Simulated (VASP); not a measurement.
Given:

```xyz
2
Lattice="0.0000 2.0150 2.0150 2.0150 0.0000 2.0150 2.0150 2.0150 0.0000" Properties=species:S:1:pos:R:3 pbc="T T T"
Li     0.0000     0.0000     0.0000
F      2.0150     2.0150     2.0150
```

Method: eigenvalue-self-consistent GW0 on PBE orbitals, VASP's PBE PAW potentials (set 64) (plane waves; VASP). Run with PREC = Normal, 500 eV cut-off, 4×4×4 Γ-centred mesh, Gaussian smearing of 0.010 eV, potentials Li_sv_GW F_GW_new.

The mesh is coarse and the basis finite, so the quasiparticle values are not converged.

NBANDS = 160, ENCUTGW = 200 eV, NOMEGA = 64, 4 updates of the levels in G. The PBE levels (eV) are:

| state | KS energy | filling |
|---|---|---|
| k1 (0.00, 0.00, 0.00), band 2 | -20.97 | 2 |
| k1 (0.00, 0.00, 0.00), band 3 | -1.01 | 2 |
| k1 (0.00, 0.00, 0.00), band 4 | -1.01 | 2 |
| k1 (0.00, 0.00, 0.00), band 5 | -1.01 | 2 |
| k1 (0.00, 0.00, 0.00), band 6 | 8.03 | 0 |
| k1 (0.00, 0.00, 0.00), band 7 | 22.91 | 0 |
| k1 (0.00, 0.00, 0.00), band 8 | 22.91 | 0 |
| k1 (0.00, 0.00, 0.00), band 9 | 22.91 | 0 |
| k8 (-0.25, 0.50, 0.25), band 2 | -20.31 | 2 |
| k8 (-0.25, 0.50, 0.25), band 3 | -3.08 | 2 |
| k8 (-0.25, 0.50, 0.25), band 4 | -3.08 | 2 |
| k8 (-0.25, 0.50, 0.25), band 5 | -1.81 | 2 |
| k8 (-0.25, 0.50, 0.25), band 6 | 14.02 | 0 |
| k8 (-0.25, 0.50, 0.25), band 7 | 14.02 | 0 |
| k8 (-0.25, 0.50, 0.25), band 8 | 16.40 | 0 |
| k8 (-0.25, 0.50, 0.25), band 9 | 18.21 | 0 |

Give the quasiparticle energies and renormalisation factors Z.

```tsv
state	QP energy (eV)	Z
k1 (0.00, 0.00, 0.00), band 2	-26.43	0.85
k1 (0.00, 0.00, 0.00), band 3	-4.52	0.81
k1 (0.00, 0.00, 0.00), band 4	-4.52	0.81
k1 (0.00, 0.00, 0.00), band 5	-4.52	0.81
k1 (0.00, 0.00, 0.00), band 6	9.74	0.88
k1 (0.00, 0.00, 0.00), band 7	25.36	0.85
k1 (0.00, 0.00, 0.00), band 8	25.36	0.85
k1 (0.00, 0.00, 0.00), band 9	25.36	0.85
k8 (-0.25, 0.50, 0.25), band 2	-25.57	0.81
k8 (-0.25, 0.50, 0.25), band 3	-6.96	0.81
k8 (-0.25, 0.50, 0.25), band 4	-6.96	0.81
k8 (-0.25, 0.50, 0.25), band 5	-5.50	0.81
k8 (-0.25, 0.50, 0.25), band 6	16.24	0.86
k8 (-0.25, 0.50, 0.25), band 7	16.24	0.86
k8 (-0.25, 0.50, 0.25), band 8	18.56	0.87
k8 (-0.25, 0.50, 0.25), band 9	20.45	0.86
```
On the mesh the gap opens from 9.05 to 14.26 eV.

The compound is LiF in the rock salt structure. The cell was not relaxed at this level. The k-mesh is coarse (spacing up to 0.68 per Å, 2π included), so the numbers may not be converged in it.
